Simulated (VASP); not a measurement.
Level of theory: revPBE GGA, VASP's PBE PAW potentials (set 64) (plane waves; VASP).

VASP input:

File KPOINTS:
```
Automatic mesh
0
Gamma
5 5 8
```

### POSCAR
```
SiO2
1
    4.2147177259     0.0000000000     0.0000000000
    0.0000000000     4.2147177259     0.0000000000
    0.0000000000     0.0000000000     2.6706072932
Si O
2 4
Direct
  0.0000000000   0.0000000000   0.0000000000
  0.5000000000   0.5000000000   0.5000000000
  0.3072866017   0.3072866017   0.0000000000
  0.8072866017   0.1927133983   0.5000000000
  0.1927133983   0.8072866017   0.5000000000
  0.6927133983   0.6927133983   0.0000000000
```

### INCAR
```
# general
SYSTEM = SiO2
PREC   = Accurate
ENCUT  = 520
LREAL  = F
LASPH  = T

# electronic loop
EDIFF  = 1E-7
NELM   = 100
ALGO   = Normal

# smearing
ISMEAR = 0
SIGMA  = 0.05

# functional
GGA    = RE

# ions
IBRION = 2
NSW    = 30
ISIF   = 4
EDIFFG = -0.01

# output
LWAVE  = F
LCHARG = F
```

POTCAR, in this order: Si O (PBE.64 set). Program: vasp_std.

Task: Estimate the energy per atom (σ→0), band gap (on the k-mesh).

Result: 
```
Quantity                          Result
------------------------  --------------
energy per atom (σ→0)     -7.365 eV/atom
band gap (on the k-mesh)         5.33 eV
```

**OSZICAR**
```
...
   4 F= -.44187121E+02 E0= -.44187121E+02  d E =-.320658E-03
       N       E                     dE             d eps       ncg     rms          rms(c)
DAV:   1    -0.441872046697E+02   -0.83194E-04   -0.48337E-03  1312   0.613E-01    0.489E-02
DAV:   2    -0.441871768436E+02    0.27826E-04   -0.48831E-05  1376   0.598E-02    0.276E-02
DAV:   3    -0.441871618354E+02    0.15008E-04   -0.18000E-05  1404   0.387E-02    0.166E-03
DAV:   4    -0.441871619196E+02   -0.84213E-07   -0.13117E-06  1344   0.908E-03    0.154E-03
DAV:   5    -0.441871618937E+02    0.25863E-07   -0.23499E-08   744   0.148E-03
   5 F= -.44187162E+02 E0= -.44187162E+02  d E =-.361056E-03
```

The compound is SiO2 in the rutile structure, stishovite, a high-pressure form. This cell is one point of a volume scan, at 0.97 of the reference volume. Symmetry was kept, so distortions that lower it aren't found.
